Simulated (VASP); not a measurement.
A convergence study with VASP on ZnSe (zinc blende): a few settings are varied, all else stays as given below, so the limit is that of these other settings. The cell's lengths are 1 % over those of the tabulated start and one atom is moved, so it is off equilibrium.

```yaml
crystal:
  lattice:
    - [0.00000, 2.86335, 2.86335]
    - [2.86335, 0.00000, 2.86335]
    - [2.86335, 2.86335, 0.00000]
  atoms:
    - { symbol: Zn, position: [0.00000, 0.00000, 0.00000] }
    - { symbol: Se, position: [0.23942, 0.26058, 0.26058] }
```

The numbers are results of LDA (Ceperley-Alder, Perdew-Zunger), VASP's LDA PAW potentials (set 64) (plane waves; VASP), not measurements. The last row used: ADDGRID = .TRUE., 500 eV cut-off, 9×9×9 Γ-centred mesh, Gaussian smearing of 0.050 eV, potentials Zn Se.

Gaps are read on the run's mesh, which can miss a band edge.

```
setting                                         E (eV/atom)  pressure (GPa)  gap on the mesh (eV)  plane waves
----------------------------------------------  -----------  --------------  --------------------  -----------
ADDGRID = unset, ENCUT = 200, PREC = Low            -3.4222          -34.70                 0.908          310
ADDGRID = unset, ENCUT = 200, PREC = Normal         -3.4236          -34.59                 0.908          310
ADDGRID = .TRUE., ENCUT = 200, PREC = Normal        -3.4232          -34.54                 0.908          310
ADDGRID = .TRUE., ENCUT = 200, PREC = Accurate      -3.4214          -34.56                 0.907          310
ADDGRID = unset, ENCUT = 300, PREC = Low            -3.6520           -4.87                 0.876          562
ADDGRID = unset, ENCUT = 300, PREC = Normal         -3.6530           -4.71                 0.876          562
ADDGRID = .TRUE., ENCUT = 300, PREC = Normal        -3.6529           -4.71                 0.876          562
ADDGRID = .TRUE., ENCUT = 300, PREC = Accurate      -3.6530           -4.71                 0.876          562
ADDGRID = unset, ENCUT = 400, PREC = Low            -3.6520           -5.04                 0.880          881
ADDGRID = unset, ENCUT = 400, PREC = Normal         -3.6530           -4.86                 0.880          881
ADDGRID = .TRUE., ENCUT = 400, PREC = Normal        -3.6530           -4.88                 0.880          881
ADDGRID = .TRUE., ENCUT = 400, PREC = Accurate      -3.6530           -4.88                 0.880          881
ADDGRID = unset, ENCUT = 500, PREC = Low            -3.6525           -4.81                 0.881         1243
ADDGRID = unset, ENCUT = 500, PREC = Normal         -3.6534           -4.65                 0.881         1243
ADDGRID = .TRUE., ENCUT = 500, PREC = Normal        -3.6535           -4.65                 0.881         1243
ADDGRID = .TRUE., ENCUT = 500, PREC = Accurate      -3.6535           -4.65                 0.881         1243
```

Left out are rungs that failed or repeat a setting and relaxations that didn't move; long series are thinned to 24 rows.

The compound is ZnSe in the zinc blende structure. The cell was not relaxed at this level, it is distorted from the ideal structure.
